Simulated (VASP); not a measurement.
Calculation: PBEsol GGA, VASP's PBE PAW potentials (set 64) (plane waves; VASP).

The input files of a VASP run:

File POSCAR:
```
Nb3Sn
1
    5.2487735173     0.0000000000    -0.0000000000
    0.0000000000     5.2487735173    -0.0000000000
   -0.0000000000    -0.0000000000     5.2487735173
Nb Sn
6 2
Direct
  0.2500000000   0.0000000000   0.5000000000
  0.5000000000   0.2500000000   0.0000000000
  0.5000000000   0.7500000000   0.0000000000
  0.7500000000   0.0000000000   0.5000000000
  0.0000000000   0.5000000000   0.7500000000
  0.0000000000   0.5000000000   0.2500000000
  0.5000000000   0.5000000000   0.5000000000
  0.0000000000   0.0000000000   1.0000000000
```

### KPOINTS
```
Automatic mesh
0
Gamma
5 5 5
0 0 0
```

**INCAR**
```
LASPH=.TRUE.   ! aspherical one-centre terms
GGA=PS
ISIF=3   ! ions, shape and volume
SYSTEM=Nb3Sn
IBRION=2
PREC=Accurate
ALGO=Normal   ! blocked Davidson
LWAVE=.FALSE.
EDIFFG=-0.02   ! ionic stop
SIGMA=0.1
NELM=100   ! most electronic steps
LREAL=.FALSE.
ENCUT=400   ! plane-wave cut-off (eV)
LCHARG=.FALSE.
NSW=60
LMAXMIX=4
EDIFF=1E-6   ! SCF stop (eV)
ISMEAR=1   ! Methfessel-Paxton
```

POTCAR, in this order: Nb_sv Sn_d (PBE.64 set). Program: vasp_std.

The run wrote:

File OSZICAR:
```
       N       E                     dE             d eps       ncg     rms          rms(c)
DAV:   1     0.158442269420E+04    0.15844E+04   -0.44821E+04  1291   0.191E+03
DAV:   2     0.172473913407E+03   -0.14119E+04   -0.13836E+04  1268   0.703E+02
DAV:   3    -0.516804828373E+02   -0.22415E+03   -0.21509E+03  1699   0.240E+02
DAV:   4    -0.776546581411E+02   -0.25974E+02   -0.25318E+02  1904   0.722E+01
DAV:   5    -0.792372694015E+02   -0.15826E+01   -0.15679E+01  2280   0.160E+01    0.196E+01
DAV:   6    -0.762042752947E+02    0.30330E+01   -0.85569E+00  1680   0.145E+01    0.639E+00
DAV:   7    -0.758906512677E+02    0.31362E+00   -0.20669E+00  1992   0.677E+00    0.270E+00
DAV:   8    -0.758809393113E+02    0.97120E-02   -0.20121E-01  2008   0.218E+00    0.103E+00
DAV:   9    -0.758813113950E+02   -0.37208E-03   -0.28949E-02  1832   0.937E-01    0.362E-01
DAV:  10    -0.758816168715E+02   -0.30548E-03   -0.56936E-03  1848   0.383E-01    0.455E-02
DAV:  11    -0.758816103095E+02    0.65621E-05   -0.47023E-04  1864   0.125E-01    0.321E-02
DAV:  12    -0.758816018231E+02    0.84864E-05   -0.40913E-05  2192   0.311E-02    0.619E-03
DAV:  13    -0.758816001824E+02    0.16407E-05   -0.26260E-06  1136   0.976E-03    0.285E-03
DAV:  14    -0.758816000666E+02    0.11581E-06   -0.59334E-07  1024   0.533E-03
   1 F= -.75881600E+02 E0= -.75876535E+02  d E =-.758816E+02
       N       E                     dE             d eps       ncg     rms          rms(c)
DAV:   1    -0.759176508101E+02   -0.36051E-01   -0.13284E+00  1386   0.929E+00    0.127E+00
DAV:   2    -0.758904403728E+02    0.27210E-01   -0.13619E-01  1608   0.277E+00    0.713E-01
DAV:   3    -0.758805169746E+02    0.99234E-02   -0.74683E-02  1888   0.156E+00    0.393E-01
DAV:   4    -0.758801277272E+02    0.38925E-03   -0.90580E-03  1720   0.432E-01    0.142E-01
DAV:   5    -0.758804247078E+02   -0.29698E-03   -0.96484E-04  2104   0.143E-01    0.134E-01
DAV:   6    -0.758804981415E+02   -0.73434E-04   -0.19218E-04  1840   0.563E-02    0.812E-02
DAV:   7    -0.758805200493E+02   -0.21908E-04   -0.29122E-04  1944   0.658E-02    0.175E-02
DAV:   8    -0.758805327033E+02   -0.12654E-04   -0.31407E-05  1672   0.271E-02    0.932E-03
DAV:   9    -0.758805316629E+02    0.10404E-05   -0.12780E-06  1016   0.619E-03    0.302E-03
DAV:  10    -0.758805313814E+02    0.28146E-06   -0.40340E-07   848   0.412E-03
   2 F= -.75880531E+02 E0= -.75875215E+02  d E =0.106869E-02
       N       E                     dE             d eps       ncg     rms          rms(c)
DAV:   1    -0.758978681659E+02   -0.17337E-01   -0.56302E-01  1302   0.602E+00    0.835E-01
DAV:   2    -0.758860685825E+02    0.11800E-01   -0.57252E-02  1570   0.181E+00    0.460E-01
DAV:   3    -0.758818817803E+02    0.41868E-02   -0.31000E-02  1881   0.101E+00    0.257E-01
DAV:   4    -0.758817682495E+02    0.11353E-03   -0.38409E-03  1753   0.281E-01    0.956E-02
DAV:   5    -0.758819239120E+02   -0.15566E-03   -0.39528E-04  2104   0.909E-02    0.864E-02
DAV:   6    -0.758819836306E+02   -0.59719E-04   -0.96479E-05  1848   0.395E-02    0.455E-02
DAV:   7    -0.758820246806E+02   -0.41050E-04   -0.10023E-04  1920   0.368E-02    0.914E-03
DAV:   8    -0.758820213370E+02    0.33436E-05   -0.10781E-05  1432   0.164E-02    0.548E-03
DAV:   9    -0.758820222177E+02   -0.88071E-06   -0.45933E-07   840   0.493E-03
   3 F= -.75882022E+02 E0= -.75876874E+02  d E =-.422151E-03
```

### OUTCAR
```
------------------------ aborting loop because EDIFF is reached ----------------------------------------
  FORCE on cell =-STRESS in cart. coord.  units (eV):
  Direction    XX          YY          ZZ          XY          YZ          ZX
  --------------------------------------------------------------------------------------
  Total        0.0000661      0.0000661      0.0000661     -0.0000000      0.0000000     -0.0000000
  in kB        0.0007309      0.0007309      0.0007309     -0.0000000      0.0000000     -0.0000000
  external PRESSURE =       0.0007309 kB  Pullay stress =       0.0000000 kB
  volume of cell :      144.93
      direct lattice vectors                 reciprocal lattice vectors
     5.252777679 -0.000000000 -0.000000000     0.190375466 -0.000000000 -0.000000000
     0.000000000  5.252777679  0.000000000     0.000000000  0.190375466 -0.000000000
     0.000000000  0.000000000  5.252777679     0.000000000 -0.000000000  0.190375466
 POSITION                                       TOTAL-FORCE (eV/Angst)
 -----------------------------------------------------------------------------------
      1.31319     -0.00000      2.62639        -0.000000     -0.000000      0.000000
      2.62639      1.31319     -0.00000         0.000000      0.000000      0.000000
      2.62639      3.93958     -0.00000         0.000000     -0.000000     -0.000000
      3.93958     -0.00000      2.62639         0.000000     -0.000000     -0.000000
      0.00000      2.62639      3.93958        -0.000000      0.000000     -0.000000
      0.00000      2.62639      1.31319        -0.000000     -0.000000      0.000000
      2.62639      2.62639      2.62639        -0.000000      0.000000      0.000000
      0.00000      0.00000     -0.00000        -0.000000      0.000000      0.000000
 -----------------------------------------------------------------------------------
    total drift:                                0.000000      0.000000     -0.000000
  FREE ENERGIE OF THE ION-ELECTRON SYSTEM (eV)
  ---------------------------------------------------
  free  energy   TOTEN  =       -75.8820222177 eV

  energy  without entropy=      -75.8665779249  energy(sigma->0) =      -75.87687412

 reached required accuracy - stopping structural energy minimisation
```
(Selected blocks of OUTCAR.)

**CONTCAR**
```
Nb3Sn
   1.00000000000000
     5.2527776793790748   -0.0000000000000000   -0.0000000000000000
     0.0000000000000000    5.2527776793790748    0.0000000000000000
     0.0000000000000000    0.0000000000000000    5.2527776793790748
  Nb              Sn
     6     2
Direct
     0.2500000000000000    0.0000000000000000    0.5000000000000000
     0.5000000000000000    0.2500000000000000    0.0000000000000000
     0.5000000000000000    0.7500000000000000    0.0000000000000000
     0.7500000000000000    0.0000000000000000    0.5000000000000000
     0.0000000000000000    0.5000000000000000    0.7500000000000000
     0.0000000000000000    0.5000000000000000    0.2500000000000000
     0.5000000000000000    0.5000000000000000    0.5000000000000000
     0.0000000000000000    0.0000000000000000    0.0000000000000000
```

File OUTCAR:
```
 val. band max:       11.4971719222   @ k =   0.2000   0.2000   0.0000

 cond. band min:      11.5103752211   @ k =   0.4000   0.4000   0.4000


 Fermi energy:        11.5094842785

 k-point     1 :       0.0000    0.0000    0.0000
  band No.  band energies     occupation
      1     -42.8863      2.00000
      2     -42.8066      2.00000
      3     -42.8066      2.00000
      4     -42.5686      2.00000
      5     -42.5686      2.00000
      6     -42.5686      2.00000
      7     -19.8862      2.00000
      8     -19.8862      2.00000
      9     -19.7268      2.00000
     10     -19.1405      2.00000
     11     -19.1405      2.00000
     12     -19.1405      2.00000
     13     -18.7576      2.00000
     14     -18.7576      2.00000
     15     -18.7576      2.00000
     16     -18.7329      2.00000
     17     -18.7329      2.00000
     18     -18.7329      2.00000
     19     -18.6342      2.00000
     20     -18.6342      2.00000
     21     -18.6342      2.00000
     22     -17.9913      2.00000
     23     -17.9913      2.00000
     24     -17.9913      2.00000
     25      -9.1649      2.00000
     26      -9.1649      2.00000
     27      -9.1482      2.00000
     28      -9.1482      2.00000
     29      -9.1220      2.00000
     30      -9.1220      2.00000
     31      -9.1220      2.00000
     32      -9.1186      2.00000
     33      -9.1186      2.00000
     34      -9.1186      2.00000
     35       2.1605      2.00000
     36       3.6975      2.00000
     37       7.8546      2.00000
     38       7.8546      2.00000
     39       7.8546      2.00000
     40       8.2311      2.00000
     41       8.2311      2.00000
     42       8.2311      2.00000
     43       8.7086      2.00000
     44       8.7086      2.00000
     45       9.2050      2.00000
     46       9.6891      2.00000
     47       9.6891      2.00000
     48       9.6891      2.00000
     49      10.1187      2.00000
     50      10.9878      2.00000
     51      10.9878      2.00000
...
```

Unless said otherwise, spin-orbit coupling is left out, though it shifts the bands of the heavy elements here.

The compound is Nb3Sn in the A15 structure. This run relaxes it. Symmetry was kept, so distortions that lower it aren't found. The start is the result of an earlier pass.
